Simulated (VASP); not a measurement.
Output of a VASP run:

**OSZICAR**
```
...
DAV:   4    -0.994764586862E+01   -0.10991E+01   -0.10972E+01  1284   0.305E+01
DAV:   5    -0.998561625787E+01   -0.37970E-01   -0.37956E-01  1700   0.927E+00    0.143E+01
DAV:   6    -0.640187016664E+01    0.35837E+01   -0.13660E+01  1280   0.728E+01    0.715E+00
DAV:   7    -0.533310236030E+01    0.10688E+01   -0.21887E+00  1170   0.152E+01    0.384E+00
DAV:   8    -0.501043262758E+01    0.32267E+00   -0.11184E+00  1234   0.152E+01    0.222E+00
DAV:   9    -0.525958135354E+01   -0.24915E+00   -0.55529E-01  1252   0.134E+01    0.629E-01
DAV:  10    -0.553089387131E+01   -0.27131E+00   -0.18334E-01  1100   0.534E+00    0.683E-01
DAV:  11    -0.553621649219E+01   -0.53226E-02   -0.47996E-02  1164   0.201E+00    0.448E-01
DAV:  12    -0.555030336376E+01   -0.14087E-01   -0.19481E-02  1122   0.169E+00    0.133E-01
DAV:  13    -0.555340864770E+01   -0.31053E-02   -0.42239E-03  1166   0.781E-01    0.148E-01
DAV:  14    -0.555448467480E+01   -0.10760E-02   -0.16497E-03  1150   0.546E-01    0.398E-02
DAV:  15    -0.555476386602E+01   -0.27919E-03   -0.49990E-04  1476   0.402E-01    0.461E-02
DAV:  16    -0.555499761888E+01   -0.23375E-03   -0.16872E-04  1146   0.114E-01    0.240E-02
DAV:  17    -0.555505533043E+01   -0.57712E-04   -0.45730E-05  1224   0.494E-02    0.130E-02
DAV:  18    -0.555505010050E+01    0.52299E-05   -0.28477E-05  1110   0.364E-02    0.862E-03
DAV:  19    -0.555505941047E+01   -0.93100E-05   -0.54498E-06  1184   0.347E-02    0.582E-03
DAV:  20    -0.555506114747E+01   -0.17370E-05   -0.33089E-06  1472   0.288E-02    0.196E-03
DAV:  21    -0.555506237437E+01   -0.12269E-05   -0.15223E-06  1200   0.151E-02    0.926E-04
DAV:  22    -0.555506237831E+01   -0.39386E-08   -0.16137E-07   870   0.318E-03
   1 F= -.55550624E+01 E0= -.55550624E+01  d E =-.555506E+01
       N       E                     dE             d eps       ncg     rms          rms(c)
DAV:   1    -0.555523689235E+01   -0.17452E-03   -0.96986E-03  1062   0.744E-01    0.683E-02
DAV:   2    -0.555516653640E+01    0.70356E-04   -0.27087E-04  1446   0.235E-01    0.407E-02
DAV:   3    -0.555513073993E+01    0.35796E-04   -0.73824E-05  1202   0.963E-02    0.934E-03
DAV:   4    -0.555513231527E+01   -0.15753E-05   -0.24989E-05  1110   0.598E-02    0.499E-03
DAV:   5    -0.555513647155E+01   -0.41563E-05   -0.80408E-06  1104   0.400E-02    0.449E-03
DAV:   6    -0.555513712282E+01   -0.65127E-06   -0.10953E-06  1116   0.141E-02    0.124E-03
DAV:   7    -0.555513717921E+01   -0.56385E-07   -0.24695E-07   814   0.599E-03
   2 F= -.55551372E+01 E0= -.55551372E+01  d E =-.748009E-04
       N       E                     dE             d eps       ncg     rms          rms(c)
DAV:   1    -0.555612485987E+01   -0.98774E-03   -0.87301E-02  1062   0.223E+00    0.205E-01
DAV:   2    -0.555548349605E+01    0.64136E-03   -0.24369E-03  1434   0.705E-01    0.122E-01
DAV:   3    -0.555516451954E+01    0.31898E-03   -0.66570E-04  1184   0.288E-01    0.281E-02
DAV:   4    -0.555518080466E+01   -0.16285E-04   -0.22661E-04  1098   0.180E-01    0.150E-02
DAV:   5    -0.555521983747E+01   -0.39033E-04   -0.71092E-05  1080   0.119E-01    0.136E-02
DAV:   6    -0.555522514902E+01   -0.53115E-05   -0.88350E-06  1098   0.399E-02    0.382E-03
DAV:   7    -0.555522615558E+01   -0.10066E-05   -0.20631E-06  1122   0.168E-02    0.187E-03
DAV:   8    -0.555522660438E+01   -0.44879E-06   -0.15199E-07   834   0.481E-03    0.120E-03
DAV:   9    -0.555522651569E+01    0.88683E-07   -0.20391E-08   576   0.170E-03
   3 F= -.55552265E+01 E0= -.55552265E+01  d E =-.164137E-03
```

### OUTCAR
```
------------------------ aborting loop because EDIFF is reached ----------------------------------------
  FORCE on cell =-STRESS in cart. coord.  units (eV):
  Direction    XX          YY          ZZ          XY          YZ          ZX
  --------------------------------------------------------------------------------------
  Total        2.4657939      2.4657939      2.4278075      0.0000000      0.0000000      0.0000000
  in kB       53.6962982     53.6962965     52.8690870      0.0000000      0.0000000      0.0000000
  external PRESSURE =      53.4205606 kB  Pullay stress =       0.0000000 kB
  volume of cell :       73.57
      direct lattice vectors                 reciprocal lattice vectors
     1.862745023 -3.226368971  0.000000000     0.268421063 -0.154972976  0.000000000
     1.862745023  3.226368971  0.000000000     0.268421063  0.154972976  0.000000000
     0.000000000  0.000000000  6.121045074     0.000000000  0.000000000  0.163370795
  FREE ENERGIE OF THE ION-ELECTRON SYSTEM (eV)
  ---------------------------------------------------
  free  energy   TOTEN  =        -5.5552265157 eV

  energy  without entropy=       -5.5552265157  energy(sigma->0) =       -5.55522652

 reached required accuracy - stopping structural energy minimisation
```
(Selected blocks of OUTCAR.)

**POSCAR**
```
ZnS
1
    1.8648176204    -3.2299588243     0.0000000000
    1.8648176204     3.2299588243     0.0000000000
    0.0000000000     0.0000000000     6.1074465035
Zn S
2 2
Direct
  0.6666670000   0.3333330000   0.5001702709
  0.3333330000   0.6666670000   0.0001702709
  0.6666670000   0.3333330000   0.8748297291
  0.3333330000   0.6666670000   0.3748297291
```

Problem. Write an INCAR and KPOINTS that could have produced this output.

Solution. This is not unique; one that fits is the input of the run itself, revTPSS meta-GGA, plane waves, VASP's PBE PAW potentials (set 64).

### KPOINTS
```
Automatic mesh
0
Gamma
 7 7 4
```

INCAR:
```
SYSTEM = ZnS
PREC = Accurate
ENCUT = 520
EDIFF = 1E-7
NELM = 100
ALGO = Normal
LREAL = .FALSE.
LASPH = .TRUE.
ISMEAR = 0
SIGMA = 0.05
METAGGA = RTPSS
LMIXTAU = .TRUE.
LMAXMIX = 4
LWAVE = .FALSE.
LCHARG = .FALSE.
ISIF = 4
IBRION = 2
NSW = 30
EDIFFG = -0.01
```

POTCAR, in this order: Zn S (PBE.64 set). Program: vasp_std.

The compound is ZnS in the wurtzite structure, the high-temperature form. This cell is one point of a volume scan, at 0.94 of the reference volume. Symmetry was kept, so distortions that lower it aren't found.
